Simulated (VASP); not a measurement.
Consider the following.

```
CELL_PARAMETERS angstrom
      0.00000     2.79000     2.79000
      2.79000     0.00000     2.79000
      2.79000     2.79000     0.00000
ATOMIC_POSITIONS crystal
  Ca 0.00000 0.00000 0.00000
```

Level of theory: PBE GGA, VASP's PBE PAW potentials (set 64) (plane waves; VASP). Run with 520 eV cut-off, 10×10×10 Γ-centred mesh, first-order Methfessel-Paxton smearing of 0.10 eV, potentials Ca_sv.

Energy and stress use the plane-wave basis of the starting cell.

Problem. The ions, cell shape and volume are relaxed. Predict the relaxed structure.

Solution. 
```
CELL_PARAMETERS angstrom
      0.00000     2.76263     2.76263
      2.76263     0.00000     2.76263
      2.76263     2.76263     0.00000
ATOMIC_POSITIONS crystal
  Ca 0.00000 0.00000 0.00000
```
Space group Fm-3m (225), at a tolerance of 0.03 Å.

Problem. How do energy and volume change from the first to the last step?

Solution. The energy (σ→0) changes by -1.7 meV/atom and the volume by -2.9 %, in 3 ionic steps.

The compound is Ca in the fcc structure. This run relaxes it. Symmetry was kept, so distortions that lower it aren't found.
